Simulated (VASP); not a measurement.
OSZICAR of a VASP run on PtAl2 (fluorite):

**OSZICAR**
```
       N       E                     dE             d eps       ncg     rms          rms(c)
DAV:   1     0.540861495958E+02    0.54086E+02   -0.67386E+03   704   0.113E+03
DAV:   2    -0.146229468142E+02   -0.68709E+02   -0.61615E+02   852   0.190E+02
DAV:   3    -0.167791971386E+02   -0.21563E+01   -0.21255E+01   860   0.327E+01
DAV:   4    -0.167980280049E+02   -0.18831E-01   -0.18820E-01   820   0.374E+00
DAV:   5    -0.167983170440E+02   -0.28904E-03   -0.28903E-03   896   0.478E-01    0.866E+00
DAV:   6    -0.163413684070E+02    0.45695E+00   -0.24885E+00   804   0.155E+01    0.225E+00
DAV:   7    -0.162613477623E+02    0.80021E-01   -0.19821E-01   768   0.460E+00    0.170E+00
DAV:   8    -0.162316337646E+02    0.29714E-01   -0.31029E-02   812   0.176E+00    0.250E-01
DAV:   9    -0.162316223203E+02    0.11444E-04   -0.19818E-03   820   0.437E-01    0.163E-01
DAV:  10    -0.162317731557E+02   -0.15084E-03   -0.33555E-04   776   0.155E-01    0.181E-02
DAV:  11    -0.162317701939E+02    0.29618E-05   -0.19027E-05   844   0.463E-02    0.826E-03
DAV:  12    -0.162317719905E+02   -0.17966E-05   -0.55286E-06   764   0.180E-02    0.230E-03
DAV:  13    -0.162317718979E+02    0.92597E-07   -0.58910E-07   492   0.805E-03
   1 F= -.16231772E+02 E0= -.16232017E+02  d E =0.734945E-03
```

Problem. Which electronic solver shows in the log?

Solution. It is blocked Davidson (ALGO = Normal, or the opening steps of other solvers). The INCAR had ALGO = Normal.

Problem. Can the final energy be trusted as converged?

Solution. Self-consistency was reached. It stopped with EDIFF = 1E-6, NELM = 100 (PBE GGA, plane waves, VASP's PBE PAW potentials (set 64)).

The compound is PtAl2 in the fluorite structure. The cell was not relaxed at this level. The run is one of a series of settings (ENCUT = 520 against the base run), some of them coarse on purpose.
